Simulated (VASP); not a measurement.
OSZICAR of a VASP run on AuAl$_{2}$ (space group Fm-3m):

File OSZICAR:
```
       N       E                     dE             d eps       ncg     rms          rms(c)
DAV:   1     0.366890513357E+02    0.36689E+02   -0.51780E+03  2184   0.735E+02
DAV:   2    -0.121432630770E+02   -0.48832E+02   -0.45075E+02  2316   0.159E+02
DAV:   3    -0.132021862092E+02   -0.10589E+01   -0.10529E+01  2524   0.229E+01
DAV:   4    -0.132088431438E+02   -0.66569E-02   -0.66553E-02  2332   0.217E+00
DAV:   5    -0.132089306568E+02   -0.87513E-04   -0.87509E-04  2556   0.253E-01    0.987E+00
DAV:   6    -0.119482999680E+02    0.12606E+01   -0.65007E+00  2308   0.289E+01    0.415E+00
DAV:   7    -0.118795616869E+02    0.68738E-01   -0.26123E-01  2184   0.572E+00    0.199E+00
DAV:   8    -0.118491439246E+02    0.30418E-01   -0.19990E-02  2336   0.114E+00    0.409E-01
DAV:   9    -0.118481704971E+02    0.97343E-03   -0.28338E-03  2328   0.646E-01    0.186E-01
DAV:  10    -0.118483038098E+02   -0.13331E-03   -0.20989E-04  2200   0.116E-01    0.330E-02
DAV:  11    -0.118482967305E+02    0.70793E-05   -0.44394E-06  2508   0.177E-02    0.114E-02
DAV:  12    -0.118482980060E+02   -0.12755E-05   -0.29405E-06  2148   0.121E-02    0.354E-03
DAV:  13    -0.118482981893E+02   -0.18324E-06   -0.12336E-07  1240   0.401E-03
   1 F= -.11848298E+02 E0= -.11847834E+02  d E =-.118483E+02
       N       E                     dE             d eps       ncg     rms          rms(c)
DAV:   1    -0.172043702726E+02   -0.53561E+01   -0.83844E+01  2188   0.103E+02    0.246E+01
DAV:   2    -0.120320275487E+02    0.51723E+01   -0.16762E+01  2108   0.426E+01    0.900E+00
DAV:   3    -0.119509873946E+02    0.81040E-01   -0.44153E-01  2256   0.562E+00    0.644E+00
DAV:   4    -0.119003659837E+02    0.50621E-01   -0.11152E-01  2124   0.235E+00    0.134E+00
DAV:   5    -0.118947023333E+02    0.56637E-02   -0.14960E-02  2440   0.146E+00    0.298E-01
DAV:   6    -0.118944822699E+02    0.22006E-03   -0.21334E-03  2136   0.390E-01    0.247E-01
DAV:   7    -0.118945228187E+02   -0.40549E-04   -0.97353E-05  2328   0.815E-02    0.308E-02
DAV:   8    -0.118945266383E+02   -0.38195E-05   -0.15225E-05  2200   0.327E-02    0.653E-03
DAV:   9    -0.118945250866E+02    0.15517E-05   -0.68824E-06  2276   0.293E-02    0.444E-03
DAV:  10    -0.118945254161E+02   -0.32949E-06   -0.25220E-07  1056   0.442E-03
   2 F= -.11894525E+02 E0= -.11893759E+02  d E =-.462272E-01
       N       E                     dE             d eps       ncg     rms          rms(c)
DAV:   1    -0.134770991797E+02   -0.15826E+01   -0.19659E+01  2200   0.496E+01    0.736E+00
DAV:   2    -0.120895721851E+02    0.13875E+01   -0.73177E+00  2192   0.315E+01    0.216E+00
DAV:   3    -0.120345862576E+02    0.54986E-01   -0.26271E-01  2104   0.569E+00    0.715E-01
DAV:   4    -0.120228796674E+02    0.11707E-01   -0.35937E-02  2232   0.123E+00    0.265E-01
DAV:   5    -0.120222433980E+02    0.63627E-03   -0.48195E-03  2388   0.798E-01    0.171E-01
DAV:   6    -0.120224912395E+02   -0.24784E-03   -0.82896E-04  2208   0.269E-01    0.395E-02
DAV:   7    -0.120224394188E+02    0.51821E-04   -0.15720E-04  2188   0.131E-01    0.654E-03
DAV:   8    -0.120224422382E+02   -0.28194E-05   -0.98321E-06  2336   0.266E-02    0.427E-03
DAV:   9    -0.120224421384E+02    0.99793E-07   -0.40322E-06  2104   0.211E-02
   3 F= -.12022442E+02 E0= -.12021994E+02  d E =-.174144E+00
       N       E                     dE             d eps       ncg     rms          rms(c)
DAV:   1    -0.120230757444E+02   -0.63351E-03   -0.89465E-03  2192   0.107E+00    0.168E-01
DAV:   2    -0.120224564558E+02    0.61929E-03   -0.26475E-03  2204   0.623E-01    0.541E-02
DAV:   3    -0.120224475115E+02    0.89443E-05   -0.56811E-05  2128   0.728E-02    0.284E-02
DAV:   4    -0.120224446814E+02    0.28301E-05   -0.16246E-05  2172   0.234E-02    0.455E-03
DAV:   5    -0.120224446129E+02    0.68473E-07   -0.17529E-06  1220   0.159E-02
   4 F= -.12022445E+02 E0= -.12021997E+02  d E =-.174146E+00
       N       E                     dE             d eps       ncg     rms          rms(c)
DAV:   1    -0.120224453315E+02   -0.65004E-06   -0.37638E-07  1044   0.570E-03    0.119E-03
DAV:   2    -0.120224453077E+02    0.23724E-07   -0.17550E-07  1036   0.511E-03
   5 F= -.12022445E+02 E0= -.12021998E+02  d E =-.694792E-06
       N       E                     dE             d eps       ncg     rms          rms(c)
DAV:   1    -0.120224470771E+02   -0.17456E-05   -0.50636E-06  1736   0.257E-02    0.379E-03
DAV:   2    -0.120224467647E+02    0.31242E-06   -0.13755E-06  1068   0.145E-02
   6 F= -.12022447E+02 E0= -.12021999E+02  d E =-.215174E-05
       N       E                     dE             d eps       ncg     rms          rms(c)
DAV:   1    -0.120224467068E+02    0.37028E-06   -0.62931E-08  1020   0.212E-03    0.790E-04
DAV:   2    -0.120224466744E+02    0.32416E-07   -0.57858E-09  1020   0.576E-04
   7 F= -.12022447E+02 E0= -.12021999E+02  d E =0.902739E-07
       N       E                     dE             d eps       ncg     rms          rms(c)
DAV:   1    -0.120224466619E+02    0.44865E-07   -0.45090E-09  1016   0.592E-04    0.829E-05
DAV:   2    -0.120224466603E+02    0.16350E-08   -0.92843E-10  1020   0.359E-04
   8 F= -.12022447E+02 E0= -.12021999E+02  d E =0.104357E-06
       N       E                     dE             d eps       ncg     rms          rms(c)
DAV:   1    -0.120224467095E+02   -0.47568E-07   -0.64778E-09  1020   0.944E-04    0.110E-04
DAV:   2    -0.120224467096E+02   -0.68667E-10   -0.13381E-09  1020   0.480E-04
   9 F= -.12022447E+02 E0= -.12021999E+02  d E =0.550858E-07
       N       E                     dE             d eps       ncg     rms          rms(c)
DAV:   1    -0.120224468100E+02   -0.10046E-06   -0.24365E-08  1016   0.182E-03    0.249E-04
DAV:   2    -0.120224468094E+02    0.60004E-09   -0.55550E-09  1020   0.973E-04
  10 F= -.12022447E+02 E0= -.12021999E+02  d E =-.447076E-07
       N       E                     dE             d eps       ncg     rms          rms(c)
DAV:   1    -0.120224470123E+02   -0.20231E-06   -0.97608E-08  1020   0.364E-03    0.513E-04
DAV:   2    -0.120224470089E+02    0.33478E-08   -0.22360E-08  1020   0.195E-03
  11 F= -.12022447E+02 E0= -.12021999E+02  d E =-.244270E-06
       N       E                     dE             d eps       ncg     rms          rms(c)
DAV:   1    -0.120224474238E+02   -0.41151E-06   -0.39040E-07  1016   0.727E-03    0.103E-03
DAV:   2    -0.120224474042E+02    0.19633E-07   -0.89552E-08  1020   0.390E-03
  12 F= -.12022447E+02 E0= -.12022000E+02  d E =-.639498E-06
       N       E                     dE             d eps       ncg     rms          rms(c)
DAV:   1    -0.120224482719E+02   -0.84805E-06   -0.15615E-06  1012   0.145E-02    0.207E-03
DAV:   2    -0.120224481790E+02    0.92831E-07   -0.35829E-07  1020   0.780E-03
  13 F= -.12022448E+02 E0= -.12022001E+02  d E =-.141435E-05
       N       E                     dE             d eps       ncg     rms          rms(c)
DAV:   1    -0.120224500839E+02   -0.18121E-05   -0.64417E-06  1836   0.291E-02    0.429E-03
DAV:   2    -0.120224496644E+02    0.41952E-06   -0.17867E-06  1172   0.165E-02
  14 F= -.12022450E+02 E0= -.12022002E+02  d E =-.289973E-05
```

Question: Which electronic solver shows in the log?

Answer: It is blocked Davidson (ALGO = Normal, or the opening steps of other solvers). The INCAR had ALGO = Normal.

Question: Can the final energy be trusted as converged?

Answer: Self-consistency was reached. It stopped with EDIFF = 1E-6, NELM = 100, NSW = 50 and EDIFFG = -0.01 after 14 ionic steps (PBE GGA, plane waves, VASP's PBE PAW potentials (set 64)). At this cut-off the stress carries a Pulay error, which pulls relaxed volumes low. Energy and stress use the plane-wave basis of the starting cell.

The structure is a typed AuAl2 crystal (Fm-3m). This run relaxes it. Symmetry was kept, so distortions that lower it aren't found. The run is one of a series of settings (EDIFFG = -0.01, IBRION = 2, ISIF = 3, NSW = 50 against the base run), some of them coarse on purpose. The electron count is odd and the run is not spin-polarised, which forces a metal.
